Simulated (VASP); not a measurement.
Output of a VASP run:

File OSZICAR:
```
       N       E                     dE             d eps       ncg     rms          rms(c)
DAV:   1     0.225095353225E+02    0.22510E+02   -0.48652E+03  5348   0.144E+03
DAV:   2    -0.608231380338E+01   -0.28592E+02   -0.27633E+02  5254   0.167E+02
DAV:   3    -0.648049774347E+01   -0.39818E+00   -0.39782E+00  6053   0.263E+01
DAV:   4    -0.648422311376E+01   -0.37254E-02   -0.37249E-02  6045   0.222E+00
DAV:   5    -0.648431372117E+01   -0.90607E-04   -0.90607E-04  5993   0.299E-01    0.102E+01
DAV:   6    -0.577250194814E+01    0.71181E+00   -0.16077E+01  5478   0.657E+01    0.565E+00
DAV:   7    -0.548167998887E+01    0.29082E+00   -0.25148E+00  5513   0.246E+01    0.203E+00
DAV:   8    -0.546484718720E+01    0.16833E-01   -0.21469E-02  7362   0.171E+00    0.951E-01
DAV:   9    -0.546264429597E+01    0.22029E-02   -0.15183E-03  7707   0.388E-01    0.253E-01
DAV:  10    -0.546215338697E+01    0.49091E-03   -0.64727E-04  6697   0.216E-01    0.375E-02
DAV:  11    -0.546215880204E+01   -0.54151E-05   -0.16808E-05  6761   0.539E-02    0.299E-02
DAV:  12    -0.546215963514E+01   -0.83309E-06   -0.10896E-06  2959   0.139E-02
   1 F= -.59423404E+01 E0= -.59424262E+01  d E =-.594234E+01  mag=     0.5883
```

OUTCAR:
```
------------------------ aborting loop because EDIFF is reached ----------------------------------------
 Edisp (eV)   -0.48018
  FORCE on cell =-STRESS in cart. coord.  units (eV):
  Direction    XX          YY          ZZ          XY          YZ          ZX
  --------------------------------------------------------------------------------------
  Total      -0.00025    -0.00025    -0.00025    -0.00000     0.00000     0.00000
  in kB      -0.03822    -0.03822    -0.03822    -0.00000     0.00000     0.00000
  external pressure =       -0.04 kB  Pullay stress =        0.00 kB
  volume of cell :       10.50
      direct lattice vectors                 reciprocal lattice vectors
     0.000000000  1.737755661  1.737755661    -0.287727447  0.287727447  0.287727447
     1.737755661  0.000000000  1.737755661     0.287727447 -0.287727447  0.287727447
     1.737755661  1.737755661  0.000000000     0.287727447  0.287727447 -0.287727447
 POSITION                                       TOTAL-FORCE (eV/Angst)
 -----------------------------------------------------------------------------------
      0.00000      0.00000      0.00000         0.000000     -0.000000     -0.000000
 -----------------------------------------------------------------------------------
    total drift:                                0.000000     -0.000000      0.000000
  FREE ENERGIE OF THE ION-ELECTRON SYSTEM (eV)
  ---------------------------------------------------
  free  energy   TOTEN  =        -5.9423403701 eV

  energy  without entropy=       -5.9425977735  energy(sigma->0) =       -5.94242617

 total charge

# of ion       s       p       d       tot
------------------------------------------
    1        0.512   0.530   8.334   9.376

 magnetization (x)

# of ion       s       p       d       tot
------------------------------------------
    1       -0.007  -0.025   0.628   0.597

 reached required accuracy - stopping structural energy minimisation
```
(Selected blocks of OUTCAR.)

**POSCAR**
```
Ni
1
   -0.0000000000     1.7377556607     1.7377556607
    1.7377556607     0.0000000000     1.7377556607
    1.7377556607     1.7377556607    -0.0000000000
Ni
1
Direct
  0.0000000000   0.0000000000   0.0000000000
```

Write an INCAR and KPOINTS that could have produced this output.

This is not unique; one that fits is the input of the run itself, PBE GGA with D3 dispersion (Becke-Johnson damping), plane waves, VASP's PBE PAW potentials (set 64).

**INCAR**
```
SYSTEM = Ni
PREC = Accurate
ENCUT = 520
EDIFF = 1E-6
NELM = 100
ALGO = Normal
LREAL = .FALSE.
LASPH = .TRUE.
ISMEAR = 1
SIGMA = 0.1
GGA = PE
IVDW = 12
LMAXMIX = 4
ISPIN = 2
MAGMOM = 0.6
LORBIT = 10
LWAVE = .FALSE.
LCHARG = .FALSE.
IBRION = 2
ISIF = 3
NSW = 60
EDIFFG = -0.01
```

### KPOINTS
```
Regular mesh
0
gamma
16 16 16
```

POTCAR, in this order: Ni (PBE.64 set). Program: vasp_std.

The compound is Ni in the fcc structure. It was relaxed first. The start is the result of an earlier pass.
